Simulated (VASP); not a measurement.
All values below come from PBE GGA, VASP's PBE PAW potentials (set 64) (plane waves; VASP 6.6.1).

Input for VASP

File KPOINTS:
```
Automatic
0
G
6 6 6
```

INCAR:
```
! general
SYSTEM  = KBr
PREC    = Accurate
ENCUT   = 520
LREAL   = F
LASPH   = T

! electronic loop
EDIFF   = 1E-6
NELM    = 100
ALGO    = Normal
LMAXMIX = 4

! smearing
ISMEAR  = 0
SIGMA   = 0.05

! functional
GGA     = PE

! output
LWAVE   = T
LCHARG  = F
```

File POSCAR:
```
KBr
1
    0.0000000000     3.3526307467     3.3526307467
    3.3526307467     0.0000000000     3.3526307467
    3.3526307467     3.3526307467     0.0000000000
K Br
1 1
Direct
  0.0000000000   0.0000000000   0.0000000000
  0.5000000000   0.5000000000   0.5000000000
```

POTCAR, in this order: K_sv Br (PBE.64 set). Program: vasp_std.

Task: What will the output report for the number of irreducible k-points (NKPTS), largest plane-wave count, number of space-group operations, FFT grid (NGX, NGY, NGZ)?

Result: 
| Property | Result |
|---|---|
| number of irreducible k-points (NKPTS) | 16 |
| largest plane-wave count | 2085 |
| number of space-group operations | 48 |
| FFT grid (NGX, NGY, NGZ) | 36 × 36 × 36 |

The compound is KBr in the rock salt structure. It was relaxed first.
